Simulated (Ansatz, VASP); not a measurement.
**LiMgBr3: VASP beside Ansatz**

One calculation is typed for both programs; each brings its own data sets. How far apart do they land? The cell is generated by rule, not measured, and may not be a known phase. The cell is taken from a series of runs on this material, whose earlier steps may have relaxed, scaled, displaced or heated it; both programs get it as it stands.

Calculated with Ansatz 0.2.0; plane waves, with VASP 6.6.1 beside it; PBEsol.

The structure was built from a prototype and need not be the compound's stable phase.

### 1. Starting point

It takes space group Pm-3m (No. 221, cubic). Conventional cell: a = 5.212 Å, b = 5.212 Å, c = 5.212 Å, α = 90.00°, β = 90.00°, γ = 90.00°. Li has 12 Br at 3.69 Å nearest. Nearest to Mg lie 6 Br at 2.61 Å. Nearest to Br lie 2 Mg at 2.61 Å. Farther neighbours and most contacts between anions are not listed.

Coordinates:

```xyz
5
Lattice="5.2123 0.0000 0.0000 0.0000 5.2123 0.0000 0.0000 0.0000 5.2123" Properties=species:S:1:pos:R:3 pbc="T T T"
Li    0.0000    0.0000    0.0000
Mg    2.6062    2.6062    2.6062
Br    2.6062    2.6062    0.0000
Br    2.6062    0.0000    2.6062
Br    0.0000    2.6062    2.6062
```

### 2. VASP: zone-centre phonons, PBEsol

Second derivatives magnify differences that forces hide, and they need a tight electronic threshold.

Lines of VASP's logs that name or quote its potential files are left out, and so is its time.

Input file INCAR:

```
SYSTEM = LiMgBr3
PREC = Accurate
ENCUT = 750
EDIFF = 1E-08
NELM = 120
ISMEAR = 0
SIGMA = 0.01
LREAL = .FALSE.
ALGO = Normal
GGA = PS
NBANDS = 19
LORBIT = 11
LWAVE = .FALSE.
LCHARG = .FALSE.
ISIF = 2
IBRION = 8
LASPH = .TRUE.
GGA_COMPAT = .FALSE.
EFERMI = MIDGAP
KPAR = 2
```

Input file POSCAR:

```
LiMgBr3
1.0
    5.2123357539      0.0000000000      0.0000000000
    0.0000000000      5.2123357539      0.0000000000
    0.0000000000      0.0000000000      5.2123357539
Li Mg Br
1 1 3
Direct
    0.0000000000      0.0000000000      0.0000000000
    0.5000000000      0.5000000000      0.5000000000
    0.5000000000      0.5000000000      0.0000000000
    0.5000000000      0.0000000000      0.5000000000
    0.0000000000      0.5000000000      0.5000000000
```

Input file KPOINTS:

```
Automatic mesh
0
Gamma
6 6 6
0 0 0
```

PAW data sets: Li_sv, Mg and Br (PBE family, release 64).

Run with:

```bash
$ mpirun -np 2 vasp_std
```

Numbers of over 12 decimals in the logs are rounded to 6 here.

Output:

```text
[banner, memory and clock lines left out]
running    2 mpi-ranks, on    1 nodes
 distrk:  each k-point on    1 cores,    2 groups
 distr:  one band on    1 cores,    1 groups

 POSCAR found type information on POSCAR LiMgBr
 POSCAR found :  3 types and       5 ions
|                                                                             |
|               ----> ADVICE to this user running VASP <----                  |
|                                                                             |
|     You enforced a specific xc type in the INCAR file but a different       |
|     [... a line on the potential file left out ...]
|     I HOPE YOU KNOW WHAT YOU ARE DOING!                                     |
|                                                                             |

 LDA part: xc-table for (Slater+PW92), standard interpolation
 POSCAR, INCAR and KPOINTS ok, starting setup
 FFT: planning ... GRIDC
 FFT: planning ... GRID_SOFT
 FFT: planning ... GRID
 WAVECAR not read
 entering main loop
       N       E                     dE             d eps       ncg     rms          rms(c)
DAV:   1     0.180424869324E+03    0.18042E+03   -0.12135E+04   760   0.152E+03
DAV:   2     0.233855252225E+01   -0.17809E+03   -0.17215E+03  1023   0.225E+02
DAV:   3    -0.152026214459E+02   -0.17541E+02   -0.17488E+02   886   0.760E+01
DAV:   4    -0.159612081256E+02   -0.75859E+00   -0.75725E+00  1465   0.140E+01
DAV:   5    -0.159653315255E+02   -0.41234E-02   -0.41233E-02   928   0.112E+00    0.429E+00
DAV:   6    -0.155361692694E+02    0.42916E+00   -0.59967E-01   966   0.326E+00    0.253E+00
DAV:   7    -0.154465545302E+02    0.89615E-01   -0.30917E-01  1080   0.244E+00    0.999E-01
DAV:   8    -0.154456577775E+02    0.89675E-03   -0.24601E-02  1098   0.960E-01    0.202E-01
DAV:   9    -0.154457500757E+02   -0.92298E-04   -0.93638E-04  1070   0.170E-01    0.739E-02
DAV:  10    -0.154459029639E+02   -0.15289E-03   -0.55727E-04   819   0.149E-01    0.188E-02
DAV:  11    -0.154459060171E+02   -0.30532E-05   -0.29463E-05  1265   0.291E-02    0.118E-02
DAV:  12    -0.154459051292E+02    0.88791E-06   -0.93677E-06   938   0.151E-02    0.103E-03
DAV:  13    -0.154459051319E+02   -0.27158E-08   -0.24823E-07  1187   0.297E-03    0.852E-04
DAV:  14    -0.154459051503E+02   -0.18410E-07   -0.33155E-08  1263   0.851E-04    0.372E-04
DAV:  15    -0.154459051578E+02   -0.75374E-08   -0.30876E-09   691   0.293E-04
   1 F= -.15445905E+02 E0= -.15445905E+02  d E =0.000000E+00
 Linear response reoptimize wavefunctions to high precision
DAV:   1    -0.154459051565E+02    0.13483E-08   -0.19394E-09   745   0.232E-04
DAV:   2    -0.154459051565E+02    0.13642E-10   -0.36026E-10   523   0.876E-05
 Linear response DOF=           4
 Linear response progress:
  Degree of freedom:   1/  4
       N       E                     dE             d eps       ncg     rms          rms(c)
RMM:   1    -0.145983440885E+00   -0.14598E+00   -0.85628E-01  2124   0.694E+00
RMM:   2    -0.148505688135E+00   -0.25222E-02   -0.16326E-02  2964   0.458E-01    0.178E-01
RMM:   3    -0.147967947327E+00    0.53774E-03   -0.31357E-03  3026   0.190E-01    0.997E-02
RMM:   4    -0.147421662485E+00    0.54628E-03   -0.10751E-04  2795   0.594E-02    0.763E-03
RMM:   5    -0.147496508602E+00   -0.74846E-04   -0.25277E-05  3159   0.232E-02    0.270E-03
RMM:   6    -0.147747933649E+00   -0.25143E-03   -0.11208E-05  2909   0.145E-02    0.662E-04
RMM:   7    -0.147752232538E+00   -0.42989E-05   -0.72591E-06  3250   0.656E-03    0.439E-04
RMM:   8    -0.147792442353E+00   -0.40210E-04   -0.56444E-06  2967   0.573E-03    0.135E-04
RMM:   9    -0.147786385535E+00    0.60568E-05   -0.43439E-06  3304   0.373E-03    0.165E-04
RMM:  10    -0.147785263881E+00    0.11217E-05   -0.29763E-06  3367   0.283E-03    0.182E-04
RMM:  11    -0.147784523841E+00    0.74004E-06   -0.20965E-06  3160   0.218E-03    0.136E-04
RMM:  12    -0.147786053020E+00   -0.15292E-05   -0.14974E-06  2887   0.178E-03    0.215E-04
RMM:  13    -0.147785649746E+00    0.40327E-06   -0.11110E-06  2959   0.137E-03    0.694E-05
RMM:  14    -0.147785613716E+00    0.36030E-07   -0.82595E-07  3348   0.106E-03    0.997E-05
RMM:  15    -0.147785583751E+00    0.29965E-07   -0.62303E-07  3112   0.847E-04    0.144E-04
RMM:  16    -0.147785671950E+00   -0.88199E-07   -0.47122E-07  3042   0.686E-04    0.165E-04
RMM:  17    -0.147785737902E+00   -0.65952E-07   -0.36331E-07  2848   0.560E-04    0.181E-04
RMM:  18    -0.147785808551E+00   -0.70649E-07   -0.27327E-07  2911   0.461E-04    0.182E-04
RMM:  19    -0.147785779895E+00    0.28656E-07   -0.21538E-07  2743   0.381E-04    0.208E-04
RMM:  20    -0.147785882682E+00   -0.10279E-06   -0.16239E-07  3122   0.320E-04    0.191E-04
 first order change of Fermi-energy  -0.72097E-05
 force on displaced ion       1 direction 1 :   0.703  -0.000   0.000
 Linear response progress:
  Degree of freedom:   2/  4
       N       E                     dE             d eps       ncg     rms          rms(c)
RMM:   1    -0.292757973084E-02   -0.29276E-02    0.39085E-03  2974   0.378E-01
RMM:   2    -0.284101289011E-02    0.86567E-04   -0.19129E-04  2703   0.713E-02    0.742E-02
RMM:   3    -0.279267774004E-02    0.48335E-04   -0.91069E-05  2684   0.352E-02    0.389E-02
RMM:   4    -0.278887599763E-02    0.38017E-05   -0.51246E-05  2737   0.266E-02    0.730E-03
RMM:   5    -0.277750680549E-02    0.11369E-04   -0.45674E-06  2765   0.969E-03    0.125E-03
RMM:   6    -0.277801188528E-02   -0.50508E-06   -0.44350E-07  3068   0.269E-03    0.602E-04
RMM:   7    -0.277599278206E-02    0.20191E-05   -0.71628E-08  2959   0.127E-03    0.825E-05
RMM:   8    -0.277599651748E-02   -0.37354E-08   -0.97496E-09  3184   0.358E-04    0.476E-05
 first order change of Fermi-energy   0.15792E-04
 force on displaced ion       2 direction 1 :  -3.365   0.000  -0.000
 Linear response progress:
  Degree of freedom:   3/  4
       N       E                     dE             d eps       ncg     rms          rms(c)
RMM:   1    -0.149510038067E+00   -0.14951E+00    0.76491E-02  5045   0.168E+00
RMM:   2    -0.149239341331E+00    0.27070E-03   -0.19455E-03  4313   0.216E-01    0.326E-02
RMM:   3    -0.149546922274E+00   -0.30758E-03   -0.13097E-04  4594   0.476E-02    0.190E-02
RMM:   4    -0.149895195578E+00   -0.34827E-03   -0.53470E-05  4395   0.291E-02    0.748E-03
RMM:   5    -0.149908582448E+00   -0.13387E-04   -0.51577E-06  4825   0.110E-02    0.305E-03
RMM:   6    -0.149905148013E+00    0.34344E-05   -0.64765E-07  5006   0.364E-03    0.932E-04
RMM:   7    -0.149904826734E+00    0.32128E-06   -0.24229E-07  5049   0.161E-03    0.419E-04
RMM:   8    -0.149902179184E+00    0.26475E-05    0.17848E-06  4832   0.979E-04    0.149E-04
RMM:   9    -0.149902324555E+00   -0.14537E-06    0.21591E-06  5394   0.395E-04    0.610E-05
RMM:  10    -0.149902290507E+00    0.34048E-07    0.10280E-06  5392   0.213E-04    0.838E-06
RMM:  11    -0.149902293887E+00   -0.33796E-08    0.13149E-07  5598   0.155E-04    0.610E-06
RMM:  12    -0.149902285191E+00    0.86961E-08    0.47616E-08  5482   0.134E-04    0.281E-06
 first order change of Fermi-energy   0.66030E-04
 force on displaced ion       3 direction 1 :  -0.258   0.000   0.000
 Linear response progress:
  Degree of freedom:   4/  4
       N       E                     dE             d eps       ncg     rms          rms(c)
RMM:   1    -0.151434550480E+00   -0.15143E+00    0.11222E-01  3022   0.174E+00
RMM:   2    -0.150892033598E+00    0.54252E-03   -0.23972E-03  2644   0.232E-01    0.988E-02
RMM:   3    -0.151374357017E+00   -0.48232E-03   -0.46779E-04  2688   0.782E-02    0.461E-02
RMM:   4    -0.151878925234E+00   -0.50457E-03   -0.23618E-04  2765   0.526E-02    0.120E-02
RMM:   5    -0.151870780507E+00    0.81447E-05   -0.19101E-05  2900   0.195E-02    0.495E-03
RMM:   6    -0.151875656549E+00   -0.48760E-05   -0.28655E-06  3102   0.487E-03    0.319E-03
RMM:   7    -0.151888855118E+00   -0.13199E-04    0.29889E-06  2962   0.273E-03    0.229E-03
RMM:   8    -0.151886571168E+00    0.22840E-05    0.69220E-06  3185   0.118E-03    0.102E-03
RMM:   9    -0.151886155750E+00    0.41542E-06    0.12124E-05  3293   0.479E-04    0.552E-04
RMM:  10    -0.151885997454E+00    0.15830E-06    0.47579E-06  3339   0.272E-04    0.412E-04
RMM:  11    -0.151885737995E+00    0.25946E-06    0.31878E-06  3299   0.188E-04    0.172E-04
RMM:  12    -0.151885729130E+00    0.88644E-08    0.11277E-06  3414   0.147E-04    0.824E-05
RMM:  13    -0.151885688242E+00    0.40888E-07    0.65009E-07  3390   0.130E-04    0.365E-05
RMM:  14    -0.151885660924E+00    0.27319E-07    0.22413E-07  3310   0.122E-04    0.984E-06
RMM:  15    -0.151885656208E+00    0.47153E-08    0.78611E-08  2854   0.119E-04    0.574E-06
 first order change of Fermi-energy  -0.94158E-04
 force on displaced ion       3 direction 3 :   0.000  -0.000  -6.685
 Linear response finished
```

(Continued in part 2 of 3.)

[Lines on the potential files, build, host, timing and source positions are cut from VASP's logs without a mark.]

[Logs are printed without paths, hosts, clocks, repeated set-up lines and the standing remarks that a program may print on its own settings, such as how far it seeks lower states.]

[Hosts, paths, dates, database ids (printed as entryN), source tags and the programs' standing remarks are cut or masked in the printed files.]
